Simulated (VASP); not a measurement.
The input files of a VASP run:

POSCAR:
```
LaSi
1
    3.6626781748     0.0000000000     0.0000000000
   -0.0000000000     3.6626781748     0.0000000000
   -0.0000000000    -0.0000000000     3.6626781748
La Si
1 1
Direct
  0.0000000000   0.0000000000   0.0000000000
  0.5000000000   0.5000000000   0.5000000000
```

INCAR:
```
# general
SYSTEM  = LaSi
PREC    = Accurate
ENCUT   = 400
LREAL   = .FALSE.   # projection in real space or not
LASPH   = .TRUE.   # aspherical one-centre terms

# electronic loop
EDIFF   = 1E-7   # SCF stop (eV)
NELM    = 100
ALGO    = Normal
LMAXMIX = 6   # l cut-off of mixed one-centre charges

# smearing
ISMEAR  = -5

# functional
GGA     = PS   # PBEsol

# ions
ISIF    = 2   # forces and stress, cell fixed

# output
LWAVE   = .FALSE.
LCHARG  = .TRUE.
LORBIT  = 11   # lm-projected
NEDOS   = 601
```

KPOINTS:
```
Automatic mesh
0
Gamma
11 11 11
0 0 0
```

POTCAR, in this order: La Si (PBE.64 set). Program: vasp_std.

Question: Translate this PBEsol calculation to Ansatz.

Answer: One equivalent input (not run):
Ansatz 0.2 input:
```yaml
crystal:
  lattice:
    - [3.6626782, 0.0000000, 0.0000000]
    - [0.0000000, 3.6626782, 0.0000000]
    - [0.0000000, 0.0000000, 3.6626782]
  atoms:
    - { symbol: La, position: [0.0000000, 0.0000000, 0.0000000] }
    - { symbol: Si, position: [0.5000000, 0.5000000, 0.5000000] }
kpoints:
  mp_grid: { grid: [11, 11, 11] }
hamiltonian:
  xc: pbesol
  pseudopotentials: { kind: paw }
scf:
  occupations: { method: tetrahedron }
  max_iter: 100
output: { forces: true, stress: true, eigenvalues: true }
```
What does not carry over: each code has its own PAW files, so the cut-off isn't converted (ENCUT is set for VASP's; basis.ecutwfc is left out, and Ansatz then takes the one that its files recommend); Ansatz stops its SCF on the density residual and VASP on the energy change (EDIFF).

The structure was generated: LaSi was put into the CsCl type type (Pm-3m), which need not be its known phase. It was relaxed first, which changed the volume by -30 %.
